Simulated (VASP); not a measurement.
VASP 6 on Pt, 36 atoms, PBE, 400 eV, 3×3×1 Γ-centred mesh, vasp_std. Each run had one machine to itself; times are medians of up to 3 turns, which differed by up to 6 %. Differences under about 10 % mean little, and other builds and machines will differ.

INCAR of the first run: PREC = Normal; ENCUT = 400; EDIFF = 1E-12; NELM = 9; ALGO = Normal; LREAL = Auto; LASPH = .TRUE.; ISMEAR = 1; SIGMA = 0.1; GGA = PE; LMAXMIX = 6; LWAVE = .FALSE.; LCHARG = .FALSE.; ISYM = 0; NELMIN = 9; KPAR = 1; NCORE = 1

```
run                            seconds an electronic step (mean of the last four of 9)
-----------------------------  -------------------------------------------------------
48 ranks, KPAR = 1, NCORE = 1                                                      2.1
48 ranks, KPAR = 1, NCORE = 4                                                     0.93
48 ranks, KPAR = 2, NCORE = 1                                                      1.6
48 ranks, KPAR = 2, NCORE = 4                                                     0.98
48 ranks, KPAR = 4, NCORE = 1                                                      1.3
48 ranks, KPAR = 4, NCORE = 4                                                      1.2
```

On 48 cores the runs span a factor of 2.3.

Runs that failed, blew up or ran out of time are left out.

The cell is a thin slab with vacuum, built from a generated structure.
